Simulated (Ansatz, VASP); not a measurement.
# Cross-check of Cu (linear Cu chain) between VASP and Ansatz

Wanted: the spread between two codes on one cell, functional and k mesh. The cell is taken from a series of runs on this material, whose earlier steps may have relaxed, scaled, displaced or heated it; both programs get it as it stands.

Program: Ansatz 0.2.0. Level of theory: plane waves, with VASP 6.6.1 beside it; single point at PBEsol. Results are calculated unless marked as measured.

## 1. The structure

The cell holds 1 atom: 1 Cu. Cell: a = 7.500 Å, b = 7.500 Å, c = 1.985 Å, α = 90.0°, β = 90.0°, γ = 90.0°. Vacuum lies along a and b. The structure's axis is c.

## 2. Ansatz: single point, PBEsol, pair 1

Ansatz runs on its default PAW (the set named soft_2) files.

With cell and atoms fixed, the geometry can't cause a difference; cores, projectors, grids and the points listed under the comparison can.

input.yaml

```yaml
crystal:
  lattice:
    - [7.5, 0.0, 0.0]
    - [0.0, 7.5, 0.0]
    - [0.0, 0.0, 1.984657165]
  atoms:
    - { symbol: Cu, position: [0.5, 0.5, 0.0], spin: 0.5 }
magnetization:
  spin_polarized: true
kpoints:
  mp_grid: { grid: [1, 1, 41] }
scf:
  occupations: { method: fermi_dirac, width: 0.05 }
hamiltonian:
  xc: pbesol
output:
  transmission:
    e_range: [-2, 2]
    de: 0.035
    kmesh: [1, 1]
    reduced_basis: true
    leads: [[0, 0]]
  stress: true
```

Launch:

```bash
$ ansatz run input.yaml --threads 4 --pin off --max-ram 8192MiB --backend cpu --events-out ev --progress --plain --runs-dir out
```

Numbers of over 12 decimals in the logs are rounded to 6 here.

The program printed:

```text
Engine: ansatz 0.2.0, x86_64-unknown-linux-gnu
Pseudopotentials: kind: paw
Pseudopotential: Cu, paw, valence charge 19, recommended cutoff 420 eV (normal), Cu.paw.azcp
Functional definition: PBEsol
  exchange = pbesol_x
  correlation = pbesol_c
Crystal: 1 atoms, lattice volume = 111.637 Å³
Basis set: ecut = 420 eV, 2159 PW (Γ)
Bands: 14, of which v1, the nominal top of the filled ones, is band 10 counted from 1 (9 counted from 0)
Symmetry: 16 space group operations
Space group: P4/mmm (ITA 123), of the structure as read, at distance tolerance 4.8e-5 Å
Magnetic group: BNS 123.339 (UNI 999), of the structure as read, at distance tolerance 4.8e-5 Å
k-points: 21 of 41
Non-local potential: Cu, projectors of the file, l = 0: 3, l = 1: 2, l = 2: 3, l = 3: 1
PAW form: soft (Blöchl's): semilocal exchange-correlation on the pseudo side does not see the compensation charge
PAW frozen core: Cu, regenerated for the run's functional, and the local potential with it (the file was generated under x = pbe(κ = 0.804, μ = 0.219515), c = pbe(β = 0.066725))
PAW one-centre angular grid: Cu, 590 points (default); XC on 64 Gauss nodes
Initial density: superposition of atomic densities (neutral atoms: chi_scale 0, normalization atom)
Starting moments: Σ|m| = 0.5 μB on 1 of 1 site
Initial wavefunctions: pseudopotential atomic-orbital guess
Functional: x = pbesol(κ = 0.804, μ = 0.123457), c = pbesol(β = 0.046)
SCF iter   1: F=—  HF=-6586.317310 eV  |F-HF|=—  |Δ(HF+E_count)|=         —  Δρ=3.79e-2 (↑3.79e-2 ↓2.65e-2)  dr2=2.63e0  dr2_m=5.12e-2  M=0.311 μB ∫|m|=0.332 μB  β_m=0.30  ethr=3.10e-3  ⟨swp⟩=5.1  Hψ=3301  notcnv=0
preconditioner: auto → LDOS  [metal: Δε(μ)=0.028 eV  Ē_g=7.671 eV  σ=0.050 eV  W_gap=0.14  n_scr=20 (ndim 8)  ℏωp=11.7 eV  f_vac=0.742  D(μ)=1.45/eV (n_scr^D=8)]
spin=Collinear: LDOS preconditioning applied to the charge; magnetization (m = ρ↑ − ρ↓) channel mixes plain (no charge-response kernel on spin).
SCF iter   2: F=—  HF=-6585.993574 eV  |F-HF|=—  |Δ(HF+E_count)|=   3.24e-1  Δρ=1.75e-2 (↑1.75e-2 ↓8.81e-3)  dr2=9.13e-2  dr2_m=1.63e-1  M=0.144 μB ∫|m|=0.177 μB  β_m=0.30  ethr=3.10e-3  ⟨swp⟩=2.0  Hψ=1334  notcnv=0  defer=10
SCF iter   3: F=—  HF=-6585.997059 eV  |F-HF|=—  |Δ(HF+E_count)|=   3.49e-3  Δρ=1.38e-2 (↑1.38e-2 ↓5.53e-3)  dr2=7.63e-2  dr2_m=8.80e-2  M=0.137 μB ∫|m|=0.169 μB  β_m=0.30  ethr=4.81e-4  ⟨swp⟩=2.0  Hψ=772  notcnv=0  defer=10
SCF iter   4: F=—  HF=-6585.997333 eV  |F-HF|=—  |Δ(HF+E_count)|=   2.74e-4  Δρ=9.28e-3 (↑9.28e-3 ↓5.36e-3)  dr2=2.11e-2  dr2_m=5.34e-2  M=0.123 μB ∫|m|=0.155 μB  β_m=0.30  ethr=4.01e-4  ⟨swp⟩=2.0  Hψ=752  notcnv=0  defer=10
SCF iter   5: F=—  HF=-6586.013269 eV  |F-HF|=—  |Δ(HF+E_count)|=   1.59e-2  Δρ=1.13e-2 (↑3.91e-3 ↓1.13e-2)  dr2=4.11e-2  dr2_m=5.82e-2  M=0.087 μB ∫|m|=0.103 μB  β_m=0.30  ethr=1.11e-4  ⟨swp⟩=2.2  Hψ=1008  notcnv=0  defer=10
SCF iter   6: F=—  HF=-6586.010580 eV  |F-HF|=—  |Δ(HF+E_count)|=   2.69e-3  Δρ=4.47e-3 (↑3.86e-3 ↓4.47e-3)  dr2=3.52e-4  dr2_m=1.77e-2  M=0.107 μB ∫|m|=0.125 μB  β_m=0.30  ethr=1.11e-4  ⟨swp⟩=2.1  Hψ=1123  notcnv=0  defer=10
SCF iter   7: F=—  HF=-6586.011541 eV  |F-HF|=—  |Δ(HF+E_count)|=   9.61e-4  Δρ=3.62e-3 (↑2.84e-3 ↓3.62e-3)  dr2=4.83e-4  dr2_m=1.07e-2  M=0.103 μB ∫|m|=0.119 μB  β_m=0.30  ethr=1.85e-6  ⟨swp⟩=1.9  Hψ=726  notcnv=0  defer=10
SCF iter   8: F=—  HF=-6586.012071 eV  |F-HF|=—  |Δ(HF+E_count)|=   5.30e-4  Δρ=2.45e-3 (↑2.45e-3 ↓2.25e-3)  dr2=3.10e-5  dr2_m=5.64e-3  M=0.102 μB ∫|m|=0.117 μB  β_m=0.30  ethr=1.85e-6  ⟨swp⟩=1.9  Hψ=863  notcnv=0  defer=10
Mixer restart at iter 8: flushing history
spin-set hold released at iteration 8 (site moments contracting): the magnetisation degrees of freedom join the quasi-Newton model from the next iteration; the mixer history was flushed
SCF iter   9: F=—  HF=-6586.012384 eV  |F-HF|=—  |Δ(HF+E_count)|=   3.13e-4  Δρ=1.98e-3 (↑1.85e-3 ↓1.98e-3)  dr2=1.17e-5  dr2_m=3.76e-3  M=0.098 μB ∫|m|=0.112 μB  β_m=0.52  ethr=1.63e-7  ⟨swp⟩=1.5  Hψ=757  notcnv=0  defer=10
SCF iter  10: F=—  HF=-6586.013110 eV  |F-HF|=—  |Δ(HF+E_count)|=   7.26e-4  Δρ=9.85e-4 (↑9.85e-4 ↓3.08e-4)  dr2=9.78e-4  dr2_m=1.25e-4  M=0.086 μB ∫|m|=0.097 μB  β_m=0.49  ethr=6.18e-8  ⟨swp⟩=2.5  Hψ=1239  notcnv=0  defer=10
SCF iter  11: F=—  HF=-6586.013023 eV  |F-HF|=—  |Δ(HF+E_count)|=   8.78e-5  Δρ=4.34e-4 (↑1.36e-4 ↓4.34e-4)  dr2=7.39e-5  dr2_m=8.15e-5  M=0.077 μB ∫|m|=0.086 μB  β_m=0.75  ethr=6.18e-8  ⟨swp⟩=2.5  Hψ=1213  notcnv=0  defer=10
SCF iter  12: F=—  HF=-6586.013050 eV  |F-HF|=—  |Δ(HF+E_count)|=   2.76e-5  Δρ=3.07e-4 (↑4.76e-5 ↓3.07e-4)  dr2=5.35e-5  dr2_m=3.02e-5  M=0.073 μB ∫|m|=0.080 μB  β_m=0.87  ethr=6.18e-8  ⟨swp⟩=2.0  Hψ=791  notcnv=0  defer=10
SCF iter  13: F=—  HF=-6586.013057 eV  |F-HF|=—  |Δ(HF+E_count)|=   6.68e-6  Δρ=7.65e-5 (↑7.65e-5 ↓2.49e-5)  dr2=1.92e-6  dr2_m=2.56e-6  M=0.070 μB ∫|m|=0.076 μB  β_m=0.94  ethr=6.18e-8  ⟨swp⟩=2.1  Hψ=844  notcnv=0  defer=10
SCF iter  14: F=—  HF=-6586.013059 eV  |F-HF|=—  |Δ(HF+E_count)|=   2.19e-6  Δρ=2.58e-5 (↑2.58e-5 ↓1.23e-5)  dr2=9.88e-7  dr2_m=5.61e-8  M=0.067 μB ∫|m|=0.073 μB  β_m=0.85  ethr=1.01e-8  ⟨swp⟩=2.0  Hψ=799  notcnv=0  defer=10
SCF iter  15: F=—  HF=-6586.013059 eV  |F-HF|=—  |Δ(HF+E_count)|=   3.18e-9  Δρ=6.26e-6 (↑1.42e-6 ↓6.26e-6)  dr2=2.64e-8  dr2_m=1.00e-8  M=0.066 μB ∫|m|=0.072 μB  β_m=0.92  ethr=5.26e-10  ⟨swp⟩=4.5  Hψ=2398  notcnv=0
SCF iter  16: F=—  HF=-6586.013059 eV  |F-HF|=—  |Δ(HF+E_count)|=   4.57e-9  Δρ=2.08e-6 (↑3.98e-7 ↓2.08e-6)  dr2=2.89e-9  dr2_m=1.13e-9  M=0.066 μB ∫|m|=0.072 μB  β_m=0.82  ethr=1.39e-10  ⟨swp⟩=4.0  Hψ=2145  notcnv=0
SCF iter  17: F=-6586.013059 eV  HF=-6586.013059 eV  |F-HF|=7.28e-12  |Δ(HF+E_count)|=  1.56e-10  Δρ=1.23e-7 (↑1.23e-7 ↓9.70e-8)  dr2=1.02e-12  dr2_m=1.22e-11  M=0.066 μB ∫|m|=0.072 μB  ethr=1.52e-11  ⟨swp⟩=2.8  Hψ=1331  notcnv=0
SCF 1 converged in 17 iterations: F = -6586.013059 eV  dr2 = 1.02e-12
  greatest PAW one-centre occupation: 1.000 electrons in one spin orbital (limit 2), on the Cu atom at site 0 (counted from 0), in its partial waves of l = 0
transmission: 6 of 36 steps passed
transmission: 9 of 36 steps passed
[...]
transmission: 36 of 36 steps passed
SCF converged after 17 iterations
Magnetization: 0.0661 μB (9.5330 up, 9.4670 down)
Absolute magnetization: 0.0717 μB (∫|ρ↑−ρ↓|, with the PAW one-centre terms)
Spin contamination: 0.0017 ħ² per cell (⟨S²⟩ above its minimum at these occupations)
Per-site moments (μB) at R_I (Å): [(0.067209, 0.818671)]
Free energy (F): -6586.013059 eV
Harris-Foulkes:  -6586.013059 eV  (|F-HF|=7.28e-12)
Internal energy: -6585.998852 eV  (E = F + TS)
E sigma→0 (E₀):  -6586.005956 eV
Entropy (-TS):   -0.014207 eV (-14.207 meV/atom)
Fermi energy:    -2.971630 eV
--- Per-component energies (eV) ---
  E_band       = -708.121198
  E_kinetic    = 302.115966
  E_local      = -9794.005503  (includes V_loc(G=0)·N_el)
  E_nonlocal   = 401.342120
  E_hartree    = 4479.326029
  E_xc         = -86.434986
  E_vxc        = -111.871453  (∫ρ·V_xc dr)
  E_paw        = -1634.463787  (= ΣΔE_a)
  E_vpaw       = -464.354764  (= ΣTr[D̂ρ^β])
  E_aug_tail   = 0.000266  (compensation charges beyond the density's cutoff)
  E_ewald      = -254.085159
  E_core_change = 0.206202  (= ΣΔE_core)
  E_smearing   = -0.014207  (= −TS)
  E_closure    = -0.000000  (closes the sum)
  Σ components = -6586.013059   (vs F -6586.013059, Δ=0.00e0)
--- Stress (GPa, compression-positive) ---
       -0.087008       0.000000       0.000000
        0.000000      -0.087008       0.000000
        0.000000       0.000000       9.831917
  P = ⅓ Tr σ = 3.2193 GPa (32.193 kbar)
--- Band table (eV; the first three rows and the last of 42) ---
  k-point 0 ↑: bands = [... 6 lower, -4.5971, -4.5950, -3.0730, -3.0730, -0.3479, -0.3479, 1.8166, 3.1505]
  k-point 1 ↑: bands = [... 6 lower, -4.5926, -4.5905, -3.1086, -3.1086, -0.3050, -0.3050, 1.8385, 3.1725]
  k-point 2 ↑: bands = [... 6 lower, -4.5791, -4.5771, -3.2099, -3.2099, -0.1812, -0.1812, 1.9043, 3.2386]
  k-point 20 ↓: bands = [... 6 lower, -3.7737, -3.7734, -3.0490, 2.2381, 6.8494, 9.0392, 9.0392, 10.7763]
--- Transmission ---
  basis      : 497 plane waves across, 3 finite elements along
  points     : 1, standing for a mesh of 1 x 1
  filling    : by the input's occupations and mesh, since the crystals that have channels conduct as metals do. If one of these is a semiconductor, that mesh has misplaced its level
  energies   : 115 from -2.000000 to 1.990000 eV about the Fermi level, 0.035000 eV apart; the leads are filled to 0.000000 eV, and channels, transmission and decay are at -0.005000 eV
  crystal 0  : Cu1, at the sites [0, 0], period 1.9847 Å: whole cells are its period
    offset         : up to 0.0000 Å between an atom of the period and one for which it stands
    filled         : 17.6 meV over the level at which it is neutral
    channels       : 1.000000e0 up, 3.000000e0 down
    conductance    : 2.2304e14 S/m² at 300 K; may be off by some 0.1 % by where its bands' edges are placed, 12.4 % from the distance to neutral
```

## 3. VASP: single point, PBEsol, pair 1

The same cell, functional, mesh and smearing now go to VASP, with its own data sets.

Lines of VASP's logs that name or quote its potential files are left out, and so is its time.

INCAR

```
SYSTEM = Cu
PREC = Accurate
ENCUT = 600
EDIFF = 1E-06
NELM = 200
ISMEAR = -1
SIGMA = 0.05
LREAL = .FALSE.
ALGO = Normal
GGA = PS
NBANDS = 13
ISPIN = 2
MAGMOM = 0.07
LASPH = .TRUE.
LMAXMIX = 4
LORBIT = 11
LWAVE = .FALSE.
LCHARG = .FALSE.
ISIF = 2
GGA_COMPAT = .FALSE.
KPAR = 2
```

POSCAR

```
Cu
1.0
    7.5000000000      0.0000000000      0.0000000000
    0.0000000000      7.5000000000      0.0000000000
    0.0000000000      0.0000000000      1.9846571650
Cu
1
Direct
    0.5000000000      0.5000000000      0.0000000000
```

KPOINTS

```
Automatic mesh
0
Gamma
1 1 41
0 0 0
```

The projector-augmented-wave data sets are Cu (PBE family, release 64).

Launch:

```bash
$ mpirun -np 2 vasp_std
```

The program printed:

```text
[banner, memory and clock lines left out]
running    2 mpi-ranks, on    1 nodes
 distrk:  each k-point on    1 cores,    2 groups
 distr:  one band on    1 cores,    1 groups

 POSCAR found type information on POSCAR Cu
 POSCAR found :  1 types and       1 ions
|                                                                             |
|               ----> ADVICE to this user running VASP <----                  |
|                                                                             |
|     You enforced a specific xc type in the INCAR file but a different       |
|     [... a line on the potential file left out ...]
|     I HOPE YOU KNOW WHAT YOU ARE DOING!                                     |
|                                                                             |

 LDA part: xc-table for (Slater+PW92), standard interpolation
 POSCAR, INCAR and KPOINTS ok, starting setup
 FFT: planning ... GRIDC
 FFT: planning ... GRID_SOFT
 FFT: planning ... GRID
 WAVECAR not read
 entering main loop
       N       E                     dE             d eps       ncg     rms          rms(c)
DAV:   1     0.626125760919E+02    0.62613E+02   -0.41512E+03  1092   0.734E+02
DAV:   2     0.143375282624E+00   -0.62469E+02   -0.53546E+02  1120   0.149E+02
DAV:   3    -0.184657320027E+01   -0.19899E+01   -0.19413E+01  1321   0.328E+01
DAV:   4    -0.187392750774E+01   -0.27354E-01   -0.27343E-01  1292   0.476E+00
DAV:   5    -0.187474210417E+01   -0.81460E-03   -0.81456E-03  1367   0.814E-01    0.569E+00
DAV:   6    -0.201522958529E+01   -0.14049E+00   -0.70807E+00  1312   0.477E+01    0.404E+00
DAV:   7    -0.158045841928E+01    0.43477E+00   -0.18261E+00  1222   0.228E+01    0.431E-01
DAV:   8    -0.158674162398E+01   -0.62832E-02   -0.10207E-01  1257   0.462E+00    0.107E+00
DAV:   9    -0.157310596971E+01    0.13636E-01   -0.58834E-02  1157   0.425E+00    0.646E-02
DAV:  10    -0.157324617875E+01   -0.14021E-03   -0.62799E-04  1305   0.284E-01    0.116E-01
DAV:  11    -0.157311095743E+01    0.13522E-03   -0.79406E-04  1224   0.372E-01    0.445E-02
DAV:  12    -0.157319900982E+01   -0.88052E-04   -0.10363E-04  1132   0.183E-01    0.161E-02
DAV:  13    -0.157326979633E+01   -0.70787E-04   -0.49313E-05  1132   0.962E-02    0.277E-02
DAV:  14    -0.157328474748E+01   -0.14951E-04   -0.34091E-05  1209   0.868E-02    0.179E-02
DAV:  15    -0.157329284220E+01   -0.80947E-05   -0.12011E-05  1122   0.380E-02    0.183E-02
DAV:  16    -0.157329345191E+01   -0.60971E-06   -0.13263E-06  1147   0.110E-02
   1 F= -.15732935E+01 E0= -.15657365E+01  d E =-.151140E-01  mag=     0.0237
```

Parts of OUTCAR (step 3):

```text
ion  position               nearest neighbor table
   1  0.500  0.500  0.000-

  LATTYP: Found a simple tetragonal cell.
 ALAT       =     7.5000000000
 C/A-ratio  =     0.2646209553

 Subroutine GETGRP returns: Found 16 space group operations
 (whereof 16 operations were pure point group operations)

The static configuration has the point symmetry D_4h.

 Found     21 irreducible k-points:

   k-points           NKPTS =     21   k-points in BZ     NKDIM =     21   number of bands    NBANDS=     13

   dimension x,y,z NGX =    60 NGY =   60 NGZ =   16
   dimension x,y,z NGXF=   120 NGYF=  120 NGZF=   32

   ENCUT  =  600.0 eV  44.10 Ry    6.64 a.u.  14.98 14.98  3.96*2*pi/ulx,y,z

   NELECT =      11.0000    total number of electrons

 k-points in reciprocal lattice and weights: Automatic mesh
   0.00000000  0.00000000  0.00000000       0.024
   0.00000000  0.00000000  0.02439024       0.049
   0.00000000  0.00000000  0.04878049       0.049
   0.00000000  0.00000000  0.07317073       0.049
   0.00000000  0.00000000  0.09756098       0.049
   0.00000000  0.00000000  0.12195122       0.049
   0.00000000  0.00000000  0.14634146       0.049
   0.00000000  0.00000000  0.17073171       0.049
   0.00000000  0.00000000  0.19512195       0.049
[...]
0.00000000  0.00000000  0.46341463       0.049
   0.00000000  0.00000000  0.48780488       0.049

 average (electrostatic) potential at core
       1 -73.7228

 E-fermi :  -3.9320

 spin component 1
 k-point     1 :       0.0000    0.0000    0.0000
  band No.  band energies     occupation
    ...
      2      -5.8599      1.00000
      3      -5.5378      1.00000
      4      -5.5358      1.00000
      5      -3.9942      0.77650
      6      -3.9942      0.77650
      7      -1.3029      0.00000
      8      -1.3029      0.00000
      9       0.8335      0.00000
     10       2.1839      0.00000
     11       3.9767      0.00000
    ...

 k-point     2 :       0.0000    0.0000    0.0244
  band No.  band energies     occupation
    ...
      2      -5.8455      1.00000
      3      -5.5333      1.00000
      4      -5.5313      1.00000
      5      -4.0301      0.87677
      6      -4.0301      0.87677
      7      -1.2597      0.00000
      8      -1.2597      0.00000
      9       0.8554      0.00000
     10       2.2059      0.00000
     11       4.0011      0.00000
    ...

 k-point     3 :       0.0000    0.0000    0.0488
  band No.  band energies     occupation
    ...
      2      -5.8023      1.00000
      3      -5.5199      1.00000
      4      -5.5179      1.00000
      5      -4.1318      0.98194
      6      -4.1318      0.98194
      7      -1.1357      0.00000
      8      -1.1357      0.00000
      9       0.9212      0.00000
     10       2.2720      0.00000
     11       4.0741      0.00000
    ...

 k-point     4 :       0.0000    0.0000    0.0732
  band No.  band energies     occupation
    ...
      2      -5.7303      1.00000
      3      -5.4979      1.00000
      4      -5.4961      1.00000
      5      -4.2854      0.99915
      6      -4.2854      0.99915
      7      -0.9428      0.00000
      8      -0.9428      0.00000
      9       1.0310      0.00000
     10       2.3822      0.00000
     11       4.1953      0.00000
    ...

 k-point     5 :       0.0000    0.0000    0.0976
  band No.  band energies     occupation
    ...
      2      -5.6297      1.00000
      3      -5.4679      1.00000
      4      -5.4661      1.00000
      5      -4.4758      0.99998
      6      -4.4758      0.99998
      7      -0.6940      0.00000
      8      -0.6940      0.00000
      9       1.1846      0.00000
     10       2.5366      0.00000
     11       4.3643      0.00000
    ...

 k-point     6 :       0.0000    0.0000    0.1220
  band No.  band energies     occupation
    ...
      2      -5.5002      1.00000
      3      -5.4304      1.00000
      4      -5.4288      1.00000
      5      -4.6899      1.00000
      6      -4.6899      1.00000
      7      -0.3987      0.00000
      8      -0.3987      0.00000
      9       1.3823      0.00000
     10       2.7352      0.00000
     11       4.5804      0.00000
    ...

  Total       -0.0810039     -0.0810039      6.9163186      0.0000000      0.0000000      0.0000000
  in kB       -1.1625414     -1.1625414     99.2607496      0.0000000      0.0000000      0.0000000
  external PRESSURE =      32.3118889 kB  Pullay stress =       0.0000000 kB

  energy-cutoff  :      600.00
  volume of cell :      111.64
      direct lattice vectors                 reciprocal lattice vectors
     7.500000000  0.000000000  0.000000000     0.133333333  0.000000000  0.000000000
     0.000000000  7.500000000  0.000000000     0.000000000  0.133333333  0.000000000
     0.000000000  0.000000000  1.984657165     0.000000000  0.000000000  0.503865362

 POSITION                                       TOTAL-FORCE (eV/Angst)
 -----------------------------------------------------------------------------------
      3.75000      3.75000      0.00000         0.000000      0.000000      0.000000
 -----------------------------------------------------------------------------------
    total drift:                                0.000000      0.000000     -0.000000

  FREE ENERGIE OF THE ION-ELECTRON SYSTEM (eV)
  ---------------------------------------------------
  free  energy   TOTEN  =        -1.5732934519 eV

  energy  without entropy=       -1.5581794627  energy(sigma->0) =       -1.56573646

 total charge
# of ion       s       p       d       tot
------------------------------------------
    1        0.595   0.193   9.317  10.104

 magnetization (x)
# of ion       s       p       d       tot
------------------------------------------
    1        0.000  -0.000   0.028   0.029

[... 6 further parts left out ...]
```

## 4. Side by side

Known differences besides the potentials themselves: VASP starts from the moments at which Ansatz ended; the data sets hold 19 valence electrons in Ansatz (on its default PAW (the set named soft_2) files) and 11 in VASP; the cutoff is 420 eV in Ansatz and 600 eV in VASP; Ansatz makes its cores anew for this functional, VASP keeps those of its PBE data sets; site moments are counted in spheres of each program's own size. Total energies have different zeros and are not compared.

Compared:

| quantity | Ansatz | VASP | difference |
| --- | --- | --- | --- |
| pressure (GPa) | 3.22 | 3.23 | -0.01 |
| total moment (μB) | 0.07 | 0.02 | +0.04 |
| moment on Cu1 (μB) | 0.07 | 0.03 | +0.04 |

## 5. Ansatz: single point, PBEsol, pair 2

A single point gives forces, pressure and levels at one fixed geometry, so differences don't come from the geometry; what else differs is listed under the comparison. The cell compared in this pair holds 116.71 Å³, against 111.64 Å³ for the pair before.

The cell is taken from a series of runs on this material, whose earlier steps may have relaxed, scaled, displaced or heated it; both programs get it as it stands.

input.yaml, as its differences from that of step 2:

```diff
@@ -4,3 +4,3 @@
     - [0.0, 7.5, 0.0]
-    - [0.0, 0.0, 1.984657165]
+    - [0.0, 0.0, 2.0748688544]
   atoms:
@@ -10,3 +10,3 @@
 kpoints:
-  mp_grid: { grid: [1, 1, 41] }
+  mp_grid: { grid: [1, 1, 39] }
 scf:
```

Launch:

```bash
$ ansatz run input.yaml --threads 4 --pin off --max-ram 8192MiB --backend cpu --events-out ev --progress --plain --runs-dir out
```

The program printed:

```text
[...]
Crystal: 1 atoms, lattice volume = 116.711 Å³
Basis set: ecut = 420 eV, 2287 PW (Γ)
Bands: 14, of which v1, the nominal top of the filled ones, is band 10 counted from 1 (9 counted from 0)
Symmetry: 16 space group operations
[...]
k-points: 20 of 39
[...]
Starting moments: Σ|m| = 0.5 μB on 1 of 1 site
[...]
--- Transmission ---
  basis      : 497 plane waves across, 3 finite elements along
  points     : 1, standing for a mesh of 1 x 1
[...]
crystal 0  : Cu1, at the sites [0, 0], period 2.0749 Å: whole cells are its period
[...]
filled         : 39.1 meV over the level at which it is neutral
    channels       : 1.000000e0 up, 1.000000e0 down
[...]
[key lines of the parts left out:]
SCF converged after 18 iterations
Magnetization: 0.0217 μB (9.5108 up, 9.4892 down)
Free energy (F): -6586.247425 eV
Fermi energy:    -3.076032 eV
P = ⅓ Tr σ = 1.6768 GPa (16.768 kbar)
```

(Part 1 of 2 ends here.)

[Lines on the potential files, build, host, timing and source positions are cut from VASP's logs without a mark.]

[Logs are printed without paths, hosts, clocks, repeated set-up lines and the standing remarks that a program may print on its own settings, such as how far it seeks lower states.]

[Hosts, paths, dates, database ids (printed as entryN), source tags and the programs' standing remarks are cut or masked in the printed files.]
